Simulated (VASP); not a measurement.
Output of a VASP run:

OSZICAR:
```
       N       E                     dE             d eps       ncg     rms          rms(c)
DAV:   1     0.335110853773E+03    0.33511E+03   -0.17481E+04  2064   0.119E+03
DAV:   2    -0.136320150031E+02   -0.34874E+03   -0.33221E+03  1971   0.380E+02
DAV:   3    -0.291849866943E+02   -0.15553E+02   -0.14933E+02  2046   0.908E+01
DAV:   4    -0.294483951327E+02   -0.26341E+00   -0.25979E+00  2269   0.111E+01
DAV:   5    -0.294570724504E+02   -0.86773E-02   -0.86696E-02  2279   0.189E+00    0.291E+01
DAV:   6    -0.295788754315E+02   -0.12180E+00   -0.30262E+01  2129   0.491E+01    0.202E+01
DAV:   7    -0.280776345336E+02    0.15012E+01   -0.23589E+01  2243   0.508E+01    0.121E+01
DAV:   8    -0.274522324805E+02    0.62540E+00   -0.21382E+00  2086   0.139E+01    0.508E+00
DAV:   9    -0.274638236470E+02   -0.11591E-01   -0.18673E-01  2245   0.363E+00    0.221E+00
DAV:  10    -0.274790510690E+02   -0.15227E-01   -0.90576E-02  2266   0.229E+00    0.723E-01
DAV:  11    -0.274808625753E+02   -0.18115E-02   -0.11898E-02  2182   0.924E-01    0.202E-01
DAV:  12    -0.274809522780E+02   -0.89703E-04   -0.11679E-03  2297   0.306E-01    0.936E-02
DAV:  13    -0.274810395858E+02   -0.87308E-04   -0.16160E-04  2232   0.131E-01    0.344E-02
DAV:  14    -0.274810491275E+02   -0.95418E-05   -0.15773E-05  2404   0.342E-02    0.143E-02
DAV:  15    -0.274810494801E+02   -0.35260E-06   -0.23652E-06  1586   0.122E-02
   1 F= -.27481049E+02 E0= -.27417147E+02  d E =-.127805E+00  mag=     0.0003
```

**OUTCAR**
```
------------------------ aborting loop because EDIFF is reached ----------------------------------------
  FORCE on cell =-STRESS in cart. coord.  units (eV):
  Direction    XX          YY          ZZ          XY          YZ          ZX
  --------------------------------------------------------------------------------------
  Total       12.6669258     12.6669258     12.6669258     -0.0000000      0.0000000     -0.0000000
  in kB      432.2639109    432.2639109    432.2639109     -0.0000000      0.0000000     -0.0000000
  external PRESSURE =     432.2639109 kB  Pullay stress =       0.0000000 kB
  volume of cell :       46.95
      direct lattice vectors                 reciprocal lattice vectors
     0.000000000  2.863305000  2.863305000    -0.174623381  0.174623381  0.174623381
     2.863305000  0.000000000  2.863305000     0.174623381 -0.174623381  0.174623381
     2.863305000  2.863305000  0.000000000     0.174623381  0.174623381 -0.174623381
 POSITION                                       TOTAL-FORCE (eV/Angst)
 -----------------------------------------------------------------------------------
      4.29496      4.29496      4.29496        -0.000000     -0.000000     -0.000000
      2.86330      2.86330      2.86330         0.000000      0.000000      0.000000
      0.00000      0.00000      0.00000        -0.000000     -0.000000     -0.000000
      1.43165      1.43165      1.43165        -0.000000     -0.000000     -0.000000
 -----------------------------------------------------------------------------------
    total drift:                               -0.000000      0.000000      0.000000
  FREE ENERGIE OF THE ION-ELECTRON SYSTEM (eV)
  ---------------------------------------------------
  free  energy   TOTEN  =       -27.4810494801 eV

  energy  without entropy=      -27.3532446116  energy(sigma->0) =      -27.41714705

 total charge

# of ion       s       p       d       tot
------------------------------------------
    1        0.406   6.376   4.226  11.008
    2        0.406   6.376   4.226  11.008
    3        0.671   0.844   8.570  10.085
    4        0.671   0.844   8.570  10.085
--------------------------------------------------
tot          2.154  14.441  25.591  42.186

 magnetization (x)

# of ion       s       p       d       tot
------------------------------------------
    1        0.000   0.000  -0.000  -0.000
    2        0.000   0.000  -0.000  -0.000
    3        0.000   0.000   0.000   0.000
    4        0.000   0.000   0.000   0.000
--------------------------------------------------
tot          0.000   0.000  -0.000  -0.000
```
(Selected blocks of OUTCAR.)

POSCAR:
```
CrPd
1
    0.0000000000     2.8633050000     2.8633050000
    2.8633050000     0.0000000000     2.8633050000
    2.8633050000     2.8633050000     0.0000000000
Cr Pd
2 2
Direct
  0.7500000000   0.7500000000   0.7500000000
  0.5000000000   0.5000000000   0.5000000000
  0.0000000000   0.0000000000   0.0000000000
  0.2500000000   0.2500000000   0.2500000000
```

Task: Write an INCAR and KPOINTS that could have produced this output.

Result: This is not unique; one that fits is the input of the run itself, PBE GGA, plane waves, VASP's PBE PAW potentials (set 64).

### INCAR
```
! general
SYSTEM =CrPd
PREC   =Accurate
ENCUT  =300
LREAL  =.FALSE.
LASPH  =.TRUE.

! electronic loop
EDIFF  =1E-6
NELM   =100
ALGO   =Normal
LMAXMIX=4

! smearing
ISMEAR =-1
SIGMA  =0.1

! functional
GGA    =PE

! spin
ISPIN  =2
MAGMOM =2*3.0 2*0.0

! ions
ISIF   =2

! output
LWAVE  =.FALSE.
LCHARG =.FALSE.
LORBIT =11
```

### KPOINTS
```
Automatic mesh
0
Gamma
6 6 6
0 0 0
```

POTCAR, in this order: Cr_pv Pd (PBE.64 set). Program: vasp_std.

At this cut-off the stress carries a Pulay error, which pulls relaxed volumes low. The moments were started parallel, and other spin orders were not tried in this run.

The structure was generated: CrPd was put into an ordered model structure, which need not be its known phase. The cell was not relaxed at this level, and its volume differs by -5.9 % from the start's. The k-mesh is coarse (spacing up to 0.32 per Å, 2π included), so the numbers may not be converged in it.
